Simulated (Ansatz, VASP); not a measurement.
## Cross-check of SrTiO3 (Tausonite) between VASP and Ansatz

Aim: how closely do two programs agree when they are given the same cell, functional and k mesh? The cell is taken from a series of VASP runs on this material, whose earlier steps may have relaxed, scaled or displaced it; both programs get it as it stands.

Program: Ansatz 0.2.0. Level of theory: plane waves, with VASP 6.6.1 beside it; relaxation of cell and atoms at PBEsol with D3(BJ). Results are calculated unless marked as measured.

### 1. The starting structure

Symmetry: Pm-3m, No. 221, cubic system. The conventional cell has a = 3.871 Å, b = 3.871 Å, c = 3.871 Å, α = 90.00°, β = 90.00°, γ = 90.00°. Nearest to Sr lie 12 O at 2.74 Å. Nearest to Ti lie 6 O at 1.94 Å. Nearest to O lie 2 Ti at 1.94 Å and 4 Sr at 2.74 Å. Farther neighbours and most contacts between anions are not listed.

### 2. VASP: relaxation of cell and atoms, PBEsol with D3(BJ)

The relaxed volume is the usual yardstick between codes: its relative difference is about their pressure difference at one cell divided by the bulk modulus.

Lines of VASP's logs that name or quote its potential files are left out, and so is its time.

INCAR reads:

```
SYSTEM = SrTiO3
PREC = Accurate
ENCUT = 520
EDIFF = 1E-07
NELM = 100
ISMEAR = 0
SIGMA = 0.03
LREAL = .FALSE.
ALGO = Normal
GGA = PS
IVDW = 12
NBANDS = 26
LASPH = .TRUE.
LORBIT = 11
LWAVE = .FALSE.
LCHARG = .FALSE.
KPAR = 16
IBRION = 2
NSW = 50
ISIF = 3
EDIFFG = -0.002
```

POSCAR reads:

```
SrTiO3
1.0
    3.8710778710      0.0000000000      0.0000000000
    0.0000000000      3.8710778710      0.0000000000
    0.0000000000      0.0000000000      3.8710778710
Sr Ti O
1 1 3
Direct
    0.5000000000      0.5000000000      0.5000000000
    0.0000000000      0.0000000000      0.0000000000
    0.0000000000      0.0000000000      0.5000000000
    0.0000000000      0.5000000000      0.0000000000
    0.5000000000      0.0000000000      0.0000000000
```

KPOINTS reads:

```
Automatic mesh
0
Gamma
6 6 6
0 0 0
```

PAW data sets: Sr_sv, Ti_sv and O (PBE family, release 64).

On the command line:

```bash
mpirun -np 16 vasp_std
```

Numbers of over 12 decimals in the logs are rounded to 6 here.

Log:

```text
[banner, memory and clock lines left out]
running   16 mpi-ranks, on    1 nodes
 distrk:  each k-point on    1 cores,   16 groups
 distr:  one band on    1 cores,    1 groups

 POSCAR found type information on POSCAR SrTiO
 POSCAR found :  3 types and       5 ions
|                                                                             |
|           W    W    AA    RRRRR   N    N  II  N    N   GGGG   !!!           |
|           W    W   A  A   R    R  NN   N  II  NN   N  G    G  !!!           |
|           W    W  A    A  R    R  N N  N  II  N N  N  G       !!!           |
|           W WW W  AAAAAA  RRRRR   N  N N  II  N  N N  G  GGG   !            |
|           WW  WW  A    A  R   R   N   NN  II  N   NN  G    G                |
|           W    W  A    A  R    R  N    N  II  N    N   GGGG   !!!           |
|                                                                             |
|     For optimal performance we recommend to set                             |
|       NCORE = 2 up to number-of-cores-per-socket                            |
|     NCORE specifies how many cores store one orbital (NPAR=cpu/NCORE).      |
|     This setting can greatly improve the performance of VASP for DFT.       |
|     The default, NCORE=1 might be grossly inefficient on modern             |
|     multi-core architectures or massively parallel machines. Do your        |
|     Unfortunately you need to use the default for GW and RPA                |
|     calculations (for HF NCORE is supported but not extensively tested      |
|     yet).                                                                   |
|                                                                             |

|                                                                             |
|               ----> ADVICE to this user running VASP <----                  |
|                                                                             |
|     You enforced a specific xc type in the INCAR file but a different       |
|     [... a line on the potential file left out ...]
|     I HOPE YOU KNOW WHAT YOU ARE DOING!                                     |
|                                                                             |

 LDA part: xc-table for (Slater+PW92), standard interpolation
 POSCAR, INCAR and KPOINTS ok, starting setup
 FFT: planning ... GRIDC
 FFT: planning ... GRID_SOFT
 FFT: planning ... GRID
 WAVECAR not read
 entering main loop
       N       E                     dE             d eps       ncg     rms          rms(c)
DAV:   1     0.427068163282E+03    0.42707E+03   -0.21053E+04  1040   0.168E+03
DAV:   2    -0.116267739787E+02   -0.43869E+03   -0.42496E+03  1256   0.453E+02
DAV:   3    -0.493307172715E+02   -0.37704E+02   -0.37483E+02  1210   0.138E+02
DAV:   4    -0.514990096572E+02   -0.21683E+01   -0.21654E+01  1760   0.280E+01
DAV:   5    -0.515319961164E+02   -0.32986E-01   -0.32965E-01  1378   0.312E+00    0.279E+01
DAV:   6    -0.420293483725E+02    0.95026E+01   -0.54523E+01  1522   0.690E+01    0.164E+01
DAV:   7    -0.420672721668E+02   -0.37924E-01   -0.71385E+00  1294   0.199E+01    0.115E+01
DAV:   8    -0.421075471272E+02   -0.40275E-01   -0.18844E+00  1276   0.143E+01    0.335E+00
DAV:   9    -0.420071247930E+02    0.10042E+00   -0.44888E-01  1324   0.709E+00    0.991E-01
DAV:  10    -0.420130206056E+02   -0.58958E-02   -0.15475E-01  1286   0.251E+00    0.945E-01
DAV:  11    -0.420017017742E+02    0.11319E-01   -0.47362E-02  1566   0.199E+00    0.171E-01
DAV:  12    -0.420015873447E+02    0.11443E-03   -0.28538E-03  1280   0.516E-01    0.735E-02
DAV:  13    -0.420016101915E+02   -0.22847E-04   -0.48846E-04  1800   0.192E-01    0.454E-02
DAV:  14    -0.420016087566E+02    0.14349E-05   -0.75217E-05  1254   0.116E-01    0.234E-02
DAV:  15    -0.420016053245E+02    0.34321E-05   -0.58640E-05  1398   0.666E-02    0.174E-02
DAV:  16    -0.420016043792E+02    0.94526E-06   -0.75873E-06  1300   0.339E-02    0.236E-03
DAV:  17    -0.420016043614E+02    0.17761E-07   -0.55731E-07  1310   0.694E-03
   1 F= -.43304559E+02 E0= -.43304559E+02  d E =-.433046E+02
 curvature:   0.00 expect dE= 0.000E+00 dE for cont linesearch  0.000E+00
 trial: gam= 0.00000 g(F)=  0.000E+00 g(S)=  0.450E-05 ort = 0.000E+00 (trialstep = 0.100E+01)
 search vector abs. value=  0.450E-05
 bond charge predicted
       N       E                     dE             d eps       ncg     rms          rms(c)
DAV:   1    -0.420011499990E+02    0.45438E-03   -0.96818E-04  1246   0.313E-01    0.548E-02
DAV:   2    -0.420011191515E+02    0.30847E-04   -0.10730E-04  1260   0.101E-01    0.191E-02
DAV:   3    -0.420011140409E+02    0.51106E-05   -0.27453E-05  1244   0.340E-02    0.793E-03
DAV:   4    -0.420011146544E+02   -0.61351E-06   -0.64525E-06  1546   0.124E-02    0.712E-03
DAV:   5    -0.420011149039E+02   -0.24950E-06   -0.43044E-07  1120   0.609E-03    0.547E-03
DAV:   6    -0.420011155636E+02   -0.65975E-06   -0.75359E-07  1336   0.447E-03    0.178E-03
DAV:   7    -0.420011157638E+02   -0.20012E-06   -0.18310E-07   904   0.243E-03    0.486E-04
DAV:   8    -0.420011158352E+02   -0.71406E-07   -0.31609E-08   628   0.114E-03
   2 F= -.43304559E+02 E0= -.43304559E+02  d E =0.676198E-06
 trial-energy change:    0.000001  1 .order    0.000000   -0.000004    0.000005
 step:   0.4097(harm=  0.4719)  dis= 0.00000  next Energy=   -43.304560 (dE=-0.893E-06)
 bond charge predicted
       N       E                     dE             d eps       ncg     rms          rms(c)
DAV:   1    -0.420014174959E+02   -0.30173E-03   -0.34034E-04  1240   0.186E-01    0.324E-02
DAV:   2    -0.420014074469E+02    0.10049E-04   -0.37489E-05  1250   0.600E-02    0.114E-02
DAV:   3    -0.420014056996E+02    0.17473E-05   -0.97353E-06  1260   0.201E-02    0.477E-03
DAV:   4    -0.420014056375E+02    0.62092E-07   -0.22543E-06  1508   0.730E-03    0.425E-03
DAV:   5    -0.420014055884E+02    0.49069E-07   -0.13407E-07   778   0.368E-03
   3 F= -.43304560E+02 E0= -.43304560E+02  d E =-.107312E-05
 curvature:  -0.23 expect dE=-0.230E-06 dE for cont linesearch -0.230E-06
 trial: gam= 0.00000 g(F)=  0.848E-65 g(S)=  0.986E-06 ort =-0.211E-05 (trialstep = 0.882E+00)
 search vector abs. value=  0.987E-06
 reached required accuracy - stopping structural energy minimisation
```

From OUTCAR (step 2):

```text
ion  position               nearest neighbor table
   1  0.500  0.500  0.500-   3 2.74   4 2.74   5 2.74   4 2.74   5 2.74   3 2.74   5 2.74   5 2.74
                             3 2.74   4 2.74   4 2.74   3 2.74   2 3.35   2 3.35   2 3.35   2 3.35
   2  0.000  0.000  0.000-   3 1.94   4 1.94   5 1.94   3 1.94   4 1.94   5 1.94   1 3.35   1 3.35
                             1 3.35   1 3.35   1 3.35   1 3.35   1 3.35   1 3.35
   3  0.000  0.000  0.500-   2 1.94   2 1.94   1 2.74   1 2.74   1 2.74   1 2.74
   4  0.000  0.500  0.000-   2 1.94   2 1.94   1 2.74   1 2.74   1 2.74   1 2.74
   5  0.500  0.000  0.000-   2 1.94   2 1.94   1 2.74   1 2.74   1 2.74   1 2.74

  LATTYP: Found a simple cubic cell.
 ALAT       =     3.8710778710

 Subroutine GETGRP returns: Found 48 space group operations
 (whereof 48 operations were pure point group operations)

The static configuration has the point symmetry O_h .

 Found     20 irreducible k-points:

   k-points           NKPTS =     20   k-points in BZ     NKDIM =     20   number of bands    NBANDS=     26

   dimension x,y,z NGX =    30 NGY =   30 NGZ =   30
   dimension x,y,z NGXF=    60 NGYF=   60 NGZF=   60

   ENCUT  =  520.0 eV  38.22 Ry    6.18 a.u.   7.20  7.20  7.20*2*pi/ulx,y,z

   NELECT =      40.0000    total number of electrons

 k-points in reciprocal lattice and weights: Automatic mesh
   0.00000000  0.00000000  0.00000000       0.005
   0.16666667  0.00000000  0.00000000       0.028
   0.33333333  0.00000000  0.00000000       0.028
   0.50000000  0.00000000  0.00000000       0.014
   0.16666667  0.16666667  0.00000000       0.056
   0.33333333  0.16666667  0.00000000       0.111
   0.50000000  0.16666667  0.00000000       0.056
   0.33333333  0.33333333  0.00000000       0.056
   0.50000000  0.33333333  0.00000000       0.056
[...]
0.50000000  0.50000000  0.33333333       0.028
   0.50000000  0.50000000  0.50000000       0.005

 Edisp (eV)   -1.30344

 average (electrostatic) potential at core
       1 -34.0103       2 -75.9215       3 -69.3019       4 -69.3019       5 -69.3019

 E-fermi :   4.5157

 k-point     1 :       0.0000    0.0000    0.0000
  band No.  band energies     occupation
    ...
     16       3.0120      2.00000
     17       3.0120      2.00000
     18       3.9022      2.00000
     19       3.9022      2.00000
     20       3.9022      2.00000
     21       6.0894      0.00000
     22       6.0894      0.00000
     23       6.0894      0.00000
     24       8.7623      0.00000
     25       8.7623      0.00000
    ...

 k-point     2 :       0.1667    0.0000    0.0000
  band No.  band energies     occupation
    ...
     16       2.6513      2.00000
     17       2.7587      2.00000
     18       3.1112      2.00000
     19       3.7458      2.00000
     20       3.7458      2.00000
     21       6.1352      0.00000
     22       6.7068      0.00000
     23       6.7068      0.00000
     24       8.7754      0.00000
     25       9.5211      0.00000
    ...

 k-point     3 :       0.3333    0.0000    0.0000
  band No.  band energies     occupation
    ...
     16       2.0562      2.00000
     17       2.0562      2.00000
     18       2.3213      2.00000
     19       3.5729      2.00000
     20       3.5729      2.00000
     21       6.2308      0.00000
     22       7.7048      0.00000
     23       7.7048      0.00000
     24       8.7867      0.00000
     25      10.6036      0.00000
    ...

 Edisp (eV)   -1.30315

  Total       0.00584     0.00584     0.00584    -0.00000     0.00000     0.00000
  in kB       0.16126     0.16126     0.16126    -0.00000     0.00000     0.00000
  external pressure =        0.16 kB  Pullay stress =        0.00 kB

  energy-cutoff  :      520.00
  volume of cell :       58.00
      direct lattice vectors                 reciprocal lattice vectors
     3.870887115 -0.000000000 -0.000000000     0.258338714  0.000000000  0.000000000
    -0.000000000  3.870887115 -0.000000000     0.000000000  0.258338714  0.000000000
    -0.000000000 -0.000000000  3.870887115     0.000000000  0.000000000  0.258338714

 POSITION                                       TOTAL-FORCE (eV/Angst)
 -----------------------------------------------------------------------------------
      1.93544      1.93544      1.93544         0.000000      0.000000      0.000000
      0.00000      0.00000      0.00000        -0.000000     -0.000000      0.000000
     -0.00000     -0.00000      1.93544        -0.000000      0.000000      0.000000
     -0.00000      1.93544     -0.00000        -0.000000     -0.000000      0.000000
      1.93544     -0.00000     -0.00000        -0.000000      0.000000      0.000000
 -----------------------------------------------------------------------------------
    total drift:                                0.000000     -0.000000      0.000000

  FREE ENERGIE OF THE ION-ELECTRON SYSTEM (eV)
  ---------------------------------------------------
  free  energy   TOTEN  =       -43.3045602809 eV

  energy  without entropy=      -43.3045602809  energy(sigma->0) =      -43.30456028

 reached required accuracy - stopping structural energy minimisation

 total charge
# of ion       s       p       d       tot
------------------------------------------
    1        1.998   5.765   0.216   7.980
    2        2.243   6.347   1.807  10.396
    3        1.561   3.485   0.000   5.046
    4        1.561   3.485   0.000   5.046
    5        1.561   3.485   0.000   5.046
--------------------------------------------------
tot          8.923  22.569   2.023  33.515

[... 3 further parts left out ...]
```

This run has no spin polarisation, so a moment on Ti, if there is one, isn't seen. The gap is read on the k-mesh alone, so it is an upper bound where the band edges lie off the mesh. The run keeps the 48 symmetry operations of its start, so it cannot find a distortion of lower symmetry.

(Part 1 of 2 ends here.)

[Lines on the potential files, build, host, timing and source positions are cut from VASP's logs without a mark.]

[Logs are printed without paths, hosts, clocks, repeated set-up lines and the standing remarks that a program may print on its own settings, such as how far it seeks lower states.]

[Hosts, paths, dates, database ids (printed as entryN), source tags and the programs' standing remarks are cut or masked in the printed files.]
